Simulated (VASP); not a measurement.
Given:

```
CELL_PARAMETERS angstrom
      0.00000     2.54297     2.54297
      2.54297     0.00000     2.54297
      2.54297     2.54297     0.00000
ATOMIC_POSITIONS crystal
  Li 0.00000 0.00000 0.00000
  Cl 0.50000 0.50000 0.50000
```

Calculation: SCAN meta-GGA, VASP's PBE PAW potentials (set 64) (plane waves; VASP 6.6.1). Numerical set-up: 520 eV cut-off, 10×10×10 Γ-centred mesh, tetrahedra with Blöchl corrections, potentials Li_sv Cl.

Estimate the energy per atom (σ→0), band gap (over mesh and band path) with the smallest direct gap where there is one.

```json
{
  "band gap (over mesh and band path)": "7.48 eV",
  "smallest direct gap (over mesh and band path)": "7.48 eV",
  "energy per atom (σ→0)": "-7.233 eV/atom"
}
```

Total energies compare only between runs with the same potentials, cut-off and functional.

The compound is LiCl in the rock salt structure. It was relaxed first.
